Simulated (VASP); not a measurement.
# CO2 under strain

How do the gap and the pressure of CO2 answer to a change of volume or shape? All runs use LDA. Left out of this account: 1 further run (self-consistent run: a reference on another mesh). The start is a computed cell from the Materials Project.

Main program and level: VASP 6.6.1; LDA; plane waves and PAW (C, O).

Report form: the programs' logs are mostly left out.

## (1) Starting point

It takes space group I-42d (No. 122, tetragonal). The conventional cell has a = 3.949 Å, b = 3.949 Å, c = 6.028 Å, α = 90.00°, β = 90.00°, γ = 90.00°. Nearest to C lie 4 O at 1.40 Å. Nearest to O lie 2 C at 1.40 Å. Farther neighbours and most contacts between anions are not listed.

Coordinates:

```cif
data_structure
_symmetry_space_group_name_H-M 'P 1'
_symmetry_Int_Tables_number 1
_cell_length_a 4.1090
_cell_length_b 4.1090
_cell_length_c 4.1090
_cell_angle_alpha 122.552
_cell_angle_beta 122.552
_cell_angle_gamma 85.634
_cell_volume 47.01
loop_
_atom_site_label
_atom_site_type_symbol
_atom_site_fract_x
_atom_site_fract_y
_atom_site_fract_z
_atom_site_occupancy
C1 C 0.75000 0.25000 0.50000 1
C2 C 0.00000 0.00000 0.00000 1
O3 O 0.70980 0.12500 0.08480 1
O4 O 0.04020 0.62500 0.91520 1
O5 O 0.37500 0.29020 0.41520 1
O6 O 0.87500 0.95980 0.58480 1
```

## (2) Bands, cell as listed

Levels along the symmetry lines show where the bands peak and cross; KPOINTS_OPT computes them in the converged potential. LDA, the lowest rung, knows the local density alone.

Contents of INCAR:

```
SYSTEM = CO2
PREC = Accurate
ENCUT = 520
EDIFF = 1E-06
NELM = 100
ISMEAR = -1
SIGMA = 0.05
LREAL = .FALSE.
ALGO = Normal
GGA = CA
NBANDS = 32
LORBIT = 11
LWAVE = .FALSE.
LCHARG = .FALSE.
KPAR = 4
```

Contents of POSCAR:

```
CO2
1.0
   -1.9747270000      1.9747270000      3.0140580000
    1.9747270000     -1.9747270000      3.0140580000
    1.9747270000      1.9747270000     -3.0140580000
C O
2 4
Direct
    0.7500000000      0.2500000000      0.5000000000
    0.0000000000      0.0000000000      0.0000000000
    0.7097980000      0.1250000000      0.0847980000
    0.0402020000      0.6250000000      0.9152020000
    0.3750000000      0.2902020000      0.4152020000
    0.8750000000      0.9597980000      0.5847980000
```

Contents of KPOINTS:

```
Automatic mesh
0
Gamma
9 9 9
0 0 0
```

Contents of KPOINTS_OPT:

```
Line mode
16
Line-mode
Reciprocal
  0.00000000   0.00000000   0.00000000 GAMMA
  0.50000000  -0.50000000   0.00000000 X

  0.50000000  -0.50000000   0.00000000 X
  0.50000000  -0.50000000   0.21462530 Y

  0.50000000  -0.50000000   0.21462530 Y
  0.35731265  -0.35731265   0.35731265 S

  0.35731265  -0.35731265   0.35731265 S
  0.00000000   0.00000000   0.00000000 GAMMA

  0.00000000   0.00000000   0.00000000 GAMMA
  0.50000000   0.50000000  -0.50000000 Z

  0.50000000   0.50000000  -0.50000000 Z
  0.64268735   0.35731265  -0.35731265 S1

  0.64268735   0.35731265  -0.35731265 S1
  0.50000000   0.00000000   0.00000000 N

  0.50000000   0.00000000   0.00000000 N
  0.75000000  -0.25000000  -0.25000000 P

  0.75000000  -0.25000000  -0.25000000 P
  0.78537470   0.21462530  -0.50000000 Y1

  0.78537470   0.21462530  -0.50000000 Y1
  0.50000000   0.50000000  -0.50000000 Z

  0.50000000  -0.50000000   0.00000000 X
  0.75000000  -0.25000000  -0.25000000 P
```

Potentials, in the order of the species: C and O (LDA family, release 64).

On the command line:

```console
mpirun -np 4 vasp_std
```

Run time: 22 s. Hardware: 4 MPI ranks of Intel Xeon 6975P-C (Granite Rapids), shared host; peak memory 1 GiB; 85 s of CPU time.

At this level the cell is under a tension of 11.8 GPa, so at these settings it is away from equilibrium.

This step gave:

* SCF cycles: 13
* electrons: 32
* bands: 32
* irreducible k-points: 75
* symmetry operations: 8
* free energy (TOTEN): -49.03 eV
* Fermi energy: 3.017 eV
* pressure: -11.83 GPa
* metallic: no
* least gap on mesh and path: 7.385 eV
* least direct gap on mesh and path: 7.891 eV
* valence top at k: 0.5, 0, 0
* conduction bottom at k: 0, 0, 0
* least direct gap at k: 0, 0, 0

Electronic bands along the path, in eV, zero at the valence-band top; v1 is the highest filled band, c1 the lowest empty one:

```csv
point,v4,v3,v2,v1,c1,c2,c3,c4
Γ,-1.19,-0.91,-0.91,-0.51,7.38,8.99,8.99,9.03
0.53 of the way,-1.24,-1.20,-0.70,-0.60,7.85,8.95,9.76,9.84
X,-0.65,-0.65,-0.51,-0.51,8.69,8.69,9.69,9.69
0.53 of the way,-0.70,-0.70,-0.48,-0.48,8.64,8.64,9.72,9.72
Y,-1.04,-1.04,-0.32,-0.32,8.50,8.50,9.93,9.93
0.53 of the way,-1.74,-1.13,-0.32,-0.15,8.05,8.75,10.02,10.40
S,-2.15,-1.18,-0.34,-0.11,7.89,8.85,10.05,10.62
0.53 of the way,-1.64,-0.97,-0.79,-0.55,7.60,9.21,9.47,9.89
Γ,-1.19,-0.91,-0.91,-0.51,7.38,8.99,8.99,9.03
0.47 of the way,-1.88,-1.61,-0.55,-0.55,8.56,8.90,8.90,9.96
Z,-2.84,-2.84,-0.01,-0.01,8.61,8.61,10.48,10.48
0.53 of the way,-2.43,-1.98,-0.11,-0.02,8.31,8.68,10.32,10.54
S1,-2.15,-1.18,-0.34,-0.11,7.89,8.85,10.05,10.62
0.53 of the way,-2.07,-0.91,-0.39,-0.23,7.85,9.12,9.58,10.36
N,-1.74,-1.40,-0.42,0.00,7.98,9.30,9.44,10.04
0.47 of the way,-1.32,-1.22,-0.54,-0.20,8.23,8.96,9.31,9.87
P,-0.83,-0.83,-0.57,-0.57,8.74,8.74,9.20,9.20
0.47 of the way,-0.89,-0.70,-0.54,-0.48,8.58,8.79,9.26,9.68
Y1,-1.04,-1.04,-0.32,-0.32,8.50,8.50,9.93,9.93
0.47 of the way,-1.83,-1.83,-0.11,-0.11,8.45,8.45,10.33,10.33
Z,-2.84,-2.84,-0.01,-0.01,8.61,8.61,10.48,10.48
jump to X,-0.65,-0.65,-0.51,-0.51,8.69,8.69,9.69,9.69
0.47 of the way,-0.72,-0.72,-0.54,-0.54,8.70,8.70,9.45,9.45
P,-0.83,-0.83,-0.57,-0.57,8.74,8.74,9.20,9.20
```

Of the projections kept (C, O), the largest for each band there; the rest of the weight can lie on other orbitals:

| point | v4 | v3 | v2 | v1 | c1 | c2 | c3 | c4 |
| --- | --- | --- | --- | --- | --- | --- | --- | --- |
| Γ | O 0.91 | O 0.98 | O 0.98 | O 0.99 | C 0.65 | C 0.69 | C 0.69 | O 0.65 |
| X | O 0.98 | O 0.98 | O 0.95 | O 0.95 | C 0.58 | C 0.58 | C 0.60 | C 0.60 |
| Y | O 0.94 | O 0.94 | O 0.99 | O 0.99 | C 0.61 | C 0.61 | C 0.57 | C 0.57 |
| S | O 0.86 | O 0.95 | O 1.00 | O 1.00 | C 0.66 | C 0.55 | C 0.54 | C 0.55 |
| Γ | O 0.91 | O 0.98 | O 0.98 | O 0.99 | C 0.65 | C 0.69 | C 0.69 | O 0.65 |
| Z | O 0.89 | O 0.89 | O 1.00 | O 1.00 | C 0.59 | C 0.59 | O 0.52 | O 0.52 |

Force by atom:

```csv
atom,x (eV/Å),y (eV/Å),z (eV/Å),size
C1,0.000,0.000,0.000,0.000
C2,0.000,0.000,0.000,0.000
O3,0.000,0.420,0.000,0.420
O4,0.000,-0.420,0.000,0.420
O5,-0.420,0.000,0.000,0.420
O6,0.420,0.000,0.000,0.420
```

The gap is 7.38 eV, indirect, from N to Γ.

## (3) Bands, volume times 1.04

The cell is expanded evenly, with fractional positions held.

INCAR is that of step 2.

Edit POSCAR of step 2 so:

```diff
@@ -2,5 +2,5 @@
 1.0
-   -1.9747270000      1.9747270000      3.0140580000
-    1.9747270000     -1.9747270000      3.0140580000
-    1.9747270000      1.9747270000     -3.0140580000
+   -2.0007132300      2.0007132300      3.0537212064
+    2.0007132300     -2.0007132300      3.0537212064
+    2.0007132300      2.0007132300     -3.0537212064
 C O
```

KPOINTS is that of step 2.

Contents of KPOINTS_OPT:

```
Line mode
16
Line-mode
Reciprocal
  0.00000000   0.00000000   0.00000000 GAMMA
  0.00000000   0.00000000   0.50000000 X

  0.00000000   0.00000000   0.50000000 X
 -0.21462530   0.21462530   0.50000000 Y

 -0.21462530   0.21462530   0.50000000 Y
 -0.35731265   0.35731265   0.35731265 S

 -0.35731265   0.35731265   0.35731265 S
  0.00000000   0.00000000   0.00000000 GAMMA

  0.00000000   0.00000000   0.00000000 GAMMA
  0.50000000   0.50000000  -0.50000000 Z

  0.50000000   0.50000000  -0.50000000 Z
  0.35731265   0.64268735  -0.35731265 S1

  0.35731265   0.64268735  -0.35731265 S1
  0.00000000   0.50000000   0.00000000 N

  0.00000000   0.50000000   0.00000000 N
  0.25000000   0.25000000   0.25000000 P

  0.25000000   0.25000000   0.25000000 P
  0.50000000   0.50000000  -0.21462530 Y1

  0.50000000   0.50000000  -0.21462530 Y1
  0.50000000   0.50000000  -0.50000000 Z

  0.00000000   0.00000000   0.50000000 X
  0.25000000   0.25000000   0.25000000 P
```

On the command line:

```console
mpirun -np 4 vasp_std
```

The job ended after 25 s (4 MPI ranks; peak memory 1 GiB; 97 s of CPU time).

Numbers from this step:

- free energy (TOTEN): -48.84 eV
- Fermi energy: 2.647 eV
- pressure: -20.54 GPa
- least gap on mesh and path: 7.226 eV
- least direct gap on mesh and path: 7.624 eV
- valence top at k: 0.5, 0.5, -0.5
- least direct gap at k: -0.1111, 0.3333, 0.1111

Electronic bands along the path, in eV, zero at the valence-band top; v1 is the highest filled band, c1 the lowest empty one:

```csv
point,v4,v3,v2,v1,c1,c2,c3,c4
Γ,-1.14,-0.87,-0.87,-0.49,7.23,8.37,8.62,8.62
0.47 of the way,-1.16,-1.12,-0.76,-0.61,7.51,8.51,9.16,9.29
X,-0.61,-0.61,-0.50,-0.50,8.25,8.25,9.31,9.31
0.47 of the way,-0.67,-0.67,-0.46,-0.46,8.22,8.22,9.33,9.33
Y,-1.02,-1.02,-0.29,-0.29,8.12,8.12,9.51,9.51
0.53 of the way,-1.71,-1.11,-0.28,-0.14,7.75,8.36,9.53,9.94
S,-2.12,-1.15,-0.31,-0.09,7.60,8.46,9.55,10.15
0.47 of the way,-1.66,-0.93,-0.68,-0.46,7.32,8.77,9.12,9.55
Γ,-1.14,-0.87,-0.87,-0.49,7.23,8.37,8.62,8.62
0.53 of the way,-2.00,-1.81,-0.41,-0.41,8.52,8.52,8.55,9.41
Z,-2.77,-2.77,0.00,0.00,8.30,8.30,9.95,9.95
0.53 of the way,-2.38,-1.93,-0.09,-0.01,8.01,8.34,9.80,10.03
S1,-2.12,-1.15,-0.31,-0.09,7.60,8.46,9.55,10.15
0.47 of the way,-2.04,-0.82,-0.37,-0.25,7.54,8.60,9.23,9.95
N,-1.65,-1.31,-0.40,-0.02,7.66,8.77,9.05,9.64
0.47 of the way,-1.25,-1.14,-0.50,-0.20,7.88,8.50,8.90,9.47
P,-0.78,-0.78,-0.55,-0.55,8.26,8.26,8.88,8.88
0.47 of the way,-0.86,-0.67,-0.51,-0.45,8.15,8.33,8.94,9.27
Y1,-1.02,-1.02,-0.29,-0.29,8.12,8.12,9.51,9.51
0.47 of the way,-1.79,-1.79,-0.09,-0.09,8.13,8.13,9.83,9.83
Z,-2.77,-2.77,0.00,0.00,8.30,8.30,9.95,9.95
jump to X,-0.61,-0.61,-0.50,-0.50,8.25,8.25,9.31,9.31
0.47 of the way,-0.68,-0.68,-0.52,-0.52,8.25,8.25,9.10,9.10
P,-0.78,-0.78,-0.55,-0.55,8.26,8.26,8.88,8.88
```

Of the projections kept (C, O), the largest for each band there; the rest of the weight can lie on other orbitals:

| point | v4 | v3 | v2 | v1 | c1 | c2 | c3 | c4 |
| --- | --- | --- | --- | --- | --- | --- | --- | --- |
| Γ | O 0.90 | O 0.98 | O 0.98 | O 0.99 | C 0.65 | O 0.63 | C 0.70 | C 0.70 |
| X | O 0.98 | O 0.98 | O 0.95 | O 0.95 | C 0.58 | C 0.58 | C 0.60 | C 0.60 |
| Y | O 0.94 | O 0.94 | O 0.99 | O 0.99 | C 0.60 | C 0.60 | C 0.57 | C 0.57 |
| S | O 0.86 | O 0.95 | O 1.00 | O 1.00 | C 0.66 | C 0.55 | C 0.54 | C 0.56 |
| Γ | O 0.90 | O 0.98 | O 0.98 | O 0.99 | C 0.65 | O 0.63 | C 0.70 | C 0.70 |
| Z | O 0.89 | O 0.89 | O 1.00 | O 1.00 | C 0.59 | C 0.59 | O 0.51 | O 0.51 |

Force by atom:

| atom | x (eV/Å) | y (eV/Å) | z (eV/Å) | size |
| --- | --- | --- | --- | --- |
| C1 | 0.000 | 0.000 | 0.000 | 0.000 |
| C2 | 0.000 | 0.000 | 0.000 | 0.000 |
| O3 | 0.000 | 0.919 | 0.000 | 0.919 |
| O4 | 0.000 | -0.919 | 0.000 | 0.919 |
| O5 | -0.919 | 0.000 | 0.000 | 0.919 |
| O6 | 0.919 | 0.000 | 0.000 | 0.919 |

The gap is 7.23 eV, indirect, from Z to Γ. That is -0.16 eV from the cell as listed. The pressure is -20.54 GPa.

## (4) Bands, volume times 1.08

INCAR is that of step 3.

Edit POSCAR of step 3 so:

```diff
@@ -2,5 +2,5 @@
 1.0
-   -2.0007132300      2.0007132300      3.0537212064
-    2.0007132300     -2.0007132300      3.0537212064
-    2.0007132300      2.0007132300     -3.0537212064
+   -2.0260414028      2.0260414028      3.0923800091
+    2.0260414028     -2.0260414028      3.0923800091
+    2.0260414028      2.0260414028     -3.0923800091
 C O
```

KPOINTS is that of step 3.

KPOINTS_OPT is that of step 3.

On the command line:

```console
mpirun -np 4 vasp_std
```

Run time: 21 s. Hardware: 4 MPI ranks; peak memory 1.1 GiB.

This step gave:

```yaml
free_energy_toten: -48.56 eV
fermi_energy: 2.267 eV
pressure: -27.51 GPa
least_gap_on_mesh_and_path: 7.010 eV
least_direct_gap_on_mesh_and_path: 7.342 eV
conduction_bottom_at_k: -0.2382, 0.2382, 0.2382
least_direct_gap_at_k: -0.3097, 0.3097, 0.3097
```

Electronic bands along the path, in eV, zero at the valence-band top; v1 is the highest filled band, c1 the lowest empty one:

```
          point     v4     v3     v2     v1    c1    c2    c3    c4
              Γ  -1.12  -0.85  -0.85  -0.49  7.05  7.73  8.27  8.27
0.47 of the way  -1.12  -1.09  -0.74  -0.58  7.25  8.01  8.67  8.92
              X  -0.59  -0.59  -0.50  -0.50  7.81  7.81  8.94  8.94
0.47 of the way  -0.67  -0.67  -0.45  -0.45  7.79  7.79  8.96  8.96
              Y  -1.02  -1.02  -0.27  -0.27  7.74  7.74  9.09  9.09
0.47 of the way  -1.60  -1.09  -0.26  -0.14  7.48  7.94  9.06  9.46
              S  -2.11  -1.13  -0.29  -0.09  7.32  8.07  9.05  9.70
0.47 of the way  -1.61  -0.89  -0.65  -0.46  7.05  8.22  8.70  9.17
              Γ  -1.12  -0.85  -0.85  -0.49  7.05  7.73  8.27  8.27
0.47 of the way  -1.81  -1.53  -0.48  -0.48  8.03  8.21  8.21  8.59
              Z  -2.71  -2.71   0.00   0.00  8.00  8.00  9.41  9.41
0.47 of the way  -2.40  -2.00  -0.07   0.00  7.78  8.01  9.30  9.51
             S1  -2.11  -1.13  -0.29  -0.09  7.32  8.07  9.05  9.70
0.53 of the way  -1.98  -0.83  -0.35  -0.23  7.26  8.14  8.80  9.47
              N  -1.58  -1.23  -0.38  -0.04  7.35  8.21  8.72  9.24
0.47 of the way  -1.21  -1.08  -0.48  -0.21  7.53  8.00  8.56  9.08
              P  -0.75  -0.75  -0.53  -0.53  7.80  7.80  8.58  8.58
0.47 of the way  -0.84  -0.66  -0.49  -0.44  7.73  7.88  8.63  8.89
             Y1  -1.02  -1.02  -0.27  -0.27  7.74  7.74  9.09  9.09
0.47 of the way  -1.76  -1.76  -0.09  -0.09  7.80  7.80  9.34  9.34
              Z  -2.71  -2.71   0.00   0.00  8.00  8.00  9.41  9.41
      jump to X  -0.59  -0.59  -0.50  -0.50  7.81  7.81  8.94  8.94
0.47 of the way  -0.66  -0.66  -0.52  -0.52  7.80  7.80  8.76  8.76
              P  -0.75  -0.75  -0.53  -0.53  7.80  7.80  8.58  8.58
```

Of the projections kept (C, O), the largest for each band there; the rest of the weight can lie on other orbitals:

```csv
point,v4,v3,v2,v1,c1,c2,c3,c4
Γ,O 0.90,O 0.99,O 0.99,O 0.99,C 0.65,O 0.63,C 0.70,C 0.70
X,O 0.98,O 0.98,O 0.96,O 0.96,C 0.57,C 0.57,C 0.61,C 0.61
Y,O 0.94,O 0.94,O 0.99,O 0.99,C 0.59,C 0.59,C 0.57,C 0.57
S,O 0.86,O 0.95,O 1.00,O 1.00,C 0.66,C 0.54,C 0.53,C 0.57
Γ,O 0.90,O 0.99,O 0.99,O 0.99,C 0.65,O 0.63,C 0.70,C 0.70
Z,O 0.88,O 0.88,O 1.00,O 1.00,C 0.59,C 0.59,O 0.51,O 0.51
```

Force by atom:

```csv
atom,x (eV/Å),y (eV/Å),z (eV/Å),size
C1,0.00,0.00,0.00,0.00
C2,0.00,0.00,0.00,0.00
O3,0.00,1.34,0.00,1.34
O4,0.00,-1.34,0.00,1.34
O5,-1.34,0.00,0.00,1.34
O6,1.34,0.00,0.00,1.34
```

The gap is 7.01 eV, indirect, from Z to a point between the labelled ones. That is -0.37 eV from the cell as listed. The pressure is -27.51 GPa.

## (5) Bands, sheared, principal strains -2.8, -1.1, +4.0 %

The cell is sheared at fixed volume, which lowers its symmetry.

INCAR is that of step 4.

Edit POSCAR of step 4 so:

```diff
@@ -2,5 +2,5 @@
 1.0
-   -2.0260414028      2.0260414028      3.0923800091
-    2.0260414028     -2.0260414028      3.0923800091
-    2.0260414028      2.0260414028     -3.0923800091
+   -1.8800080000      1.9274030000      2.9625290000
+    2.0675040000     -1.9232580000      3.0826560000
+    1.9272590000      1.9705080000     -2.9598130000
 C O
```

KPOINTS is that of step 4.

Contents of KPOINTS_OPT:

```
Line mode
16
Line-mode
Reciprocal
  0.00000000   0.50000000  -0.50000000 X
  0.00000000   0.00000000   0.00000000 GAMMA

  0.00000000   0.00000000   0.00000000 GAMMA
  0.00000000  -0.50000000   0.00000000 Y

  0.00000000   0.00000000  -0.50000000 L
  0.00000000   0.00000000   0.00000000 GAMMA

  0.00000000   0.00000000   0.00000000 GAMMA
 -0.50000000   0.00000000   0.50000000 Z

 -0.50000000   0.50000000   0.00000000 N
  0.00000000   0.00000000   0.00000000 GAMMA

  0.00000000   0.00000000   0.00000000 GAMMA
 -0.50000000  -0.50000000   0.50000000 M

 -0.50000000   0.00000000   0.00000000 R
  0.00000000   0.00000000   0.00000000 GAMMA
```

On the command line:

```console
mpirun -np 4 vasp_std
```

It took 61 s on 4 MPI ranks; peak memory 2.8 GiB; 4 min of CPU time.

The path and its labels are those of the sheared lattice, so a letter need not mean the same point as in the unstrained cell.

This step gave:

| Quantity | Value |
| --- | --- |
| irreducible k-points | 365 |
| symmetry operations | 1 |
| free energy (TOTEN) | -48.85 eV |
| Fermi energy | 3.181 eV |
| pressure | -10.66 GPa |
| least gap on mesh and path | 6.966 eV |
| least direct gap on mesh and path | 7.252 eV |
| valence top at k | -0.5, 0, 0.5 |
| conduction bottom at k | 0.2222, -0.3333, 0.2222 |
| least direct gap at k | 0, 0.5, -0.5 |

Electronic bands along the path, in eV, zero at the valence-band top; v1 is the highest filled band, c1 the lowest empty one:

```csv
point,v4,v3,v2,v1,c1,c2,c3,c4
X,-1.85,-1.57,-0.49,-0.14,7.11,9.20,9.61,10.26
0.47 of the way,-1.80,-1.14,-0.81,-0.55,7.20,8.54,9.28,10.28
Γ,-1.26,-1.19,-0.95,-0.57,7.11,7.81,8.90,9.74
0.53 of the way,-1.76,-1.07,-0.89,-0.61,7.56,8.58,9.15,10.05
Y,-1.98,-1.30,-0.77,-0.29,7.66,9.07,9.26,10.21
jump to L,-1.03,-0.79,-0.63,-0.55,7.90,9.24,9.35,9.66
0.53 of the way,-1.42,-1.27,-0.97,-0.71,7.51,8.41,9.30,10.37
Γ,-1.26,-1.19,-0.95,-0.57,7.11,7.81,8.90,9.74
0.53 of the way,-1.68,-1.24,-0.89,-0.41,7.45,8.12,9.06,10.38
Z,-2.00,-1.70,-0.43,0.00,7.54,8.17,9.49,10.32
jump to N,-1.05,-0.70,-0.64,-0.43,7.31,8.89,9.60,9.81
0.47 of the way,-1.40,-1.32,-0.78,-0.76,7.12,8.66,9.44,10.08
Γ,-1.26,-1.19,-0.95,-0.57,7.11,7.81,8.90,9.74
0.47 of the way,-1.97,-1.69,-0.79,-0.57,7.85,8.52,8.89,10.16
M,-2.98,-2.69,-0.25,-0.07,7.89,8.60,10.26,10.34
jump to R,-1.84,-1.56,-0.50,-0.15,7.36,9.17,9.43,10.11
0.53 of the way,-1.70,-1.14,-0.81,-0.65,7.31,8.57,9.04,10.02
Γ,-1.26,-1.19,-0.95,-0.57,7.11,7.81,8.90,9.74
```

Of the projections kept (C, O), the largest for each band there; the rest of the weight can lie on other orbitals:

```
point      v4      v3      v2      v1      c1      c2      c3      c4
    X  O 0.95  O 0.99  O 0.99  O 0.96  C 0.65  C 0.55  C 0.55  C 0.59
    Γ  O 0.91  O 0.99  O 0.96  O 0.99  C 0.64  C 0.57  C 0.67  C 0.53
    Y  O 0.95  O 0.99  O 0.99  O 0.96  C 0.67  C 0.54  C 0.62  C 0.51
    L  O 0.97  O 0.96  O 0.97  O 0.96  C 0.58  C 0.61  C 0.58  C 0.57
    Γ  O 0.91  O 0.99  O 0.96  O 0.99  C 0.64  C 0.57  C 0.67  C 0.53
    Z  O 0.96  O 0.99  O 0.99  O 0.97  C 0.65  C 0.58  C 0.52  C 0.61
```

Force by atom:

```csv
atom,x (eV/Å),y (eV/Å),z (eV/Å),size
C1,0.58,0.21,0.38,0.72
C2,-0.81,0.24,-0.08,0.85
O3,0.41,0.14,-0.09,0.45
O4,-0.27,-0.23,-0.06,0.36
O5,-0.46,-0.56,-0.85,1.12
O6,0.55,0.19,0.70,0.91
```

The gap is 6.97 eV, indirect. The path differs from that of the listed cell and a band edge lies off the zone's corner points, so the two gaps may rest on unlike samples; on the common mesh the gap moves by -0.41 eV. The pressure is -10.66 GPa, and the symmetry operations fall from 8 to 1.

(Continued in part 2 of 2.)

[Lines on the potential files, build, host, timing and source positions are cut from VASP's logs without a mark.]

[Logs are printed without paths, hosts, clocks, repeated set-up lines and the standing remarks that a program may print on its own settings, such as how far it seeks lower states.]

[Hosts, paths, dates, database ids (printed as entryN), source tags and the programs' standing remarks are cut or masked in the printed files.]

[A measured line is paired with the nearest computed mode of its activity, which favours agreement.]
